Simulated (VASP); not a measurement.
Given:

```
Ba
1.0
   -2.51502     2.51502     2.51502
    2.51502    -2.51502     2.51502
    2.51502     2.51502    -2.51502
Ba
1
Direct
  0.00000   0.00000   0.00000
```

Method: PBE GGA, VASP's PBE PAW potentials (set 64) (plane waves; VASP). Settings: 300 eV cut-off, 12×12×12 Γ-centred mesh, Gaussian smearing of 0.10 eV, potentials Ba_sv.

Unless said otherwise, spin-orbit coupling is left out, though it shifts the bands of the heavy elements here.

**Question.** What does the run give for the energy per atom (σ→0), band gap (on the k-mesh) with the smallest direct gap where there is one?

**Answer.** 
```json
{
  "band gap (on the k-mesh)": "none (metal, semimetal or under 0.01 eV)",
  "energy per atom (σ→0)": "-1.908 eV/atom"
}
```

The absolute energy has meaning only against runs of the same code, potentials and settings.

The structure is a typed Ba crystal (Im-3m). The cell was not relaxed at this level.
